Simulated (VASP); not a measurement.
```
CELL_PARAMETERS angstrom
      2.31344    -4.00699     0.00000
      2.31344     4.00699     0.00000
      0.00000     0.00000     7.51738
ATOMIC_POSITIONS crystal
  Mg 0.66667 0.33333 0.49969
  Mg 0.33333 0.66667 0.99969
  Te 0.66667 0.33333 0.87631
  Te 0.33333 0.66667 0.37631
```

Calculation: AM05 GGA, VASP's PBE PAW potentials (set 64) (plane waves; VASP). Numerical set-up: 520 eV cut-off, 6×6×3 Γ-centred mesh, Gaussian smearing of 0.050 eV, potentials Mg Te.

Unless said otherwise, spin-orbit coupling is left out, though it shifts the bands of the heavy elements here.

**Question.** Estimate the energy per atom (σ→0), band gap (on the k-mesh) with the smallest direct gap where there is one.

**Answer.** 
The band gap (on the k-mesh) is 2.32 eV and the smallest direct gap (on the k-mesh) is 2.32 eV. The energy per atom (σ→0) is -3.239 eV/atom.

Total energies compare only between runs with the same potentials, cut-off and functional.

The compound is MgTe in the wurtzite structure. This cell is one point of a volume scan, at 1.03 of the reference volume.
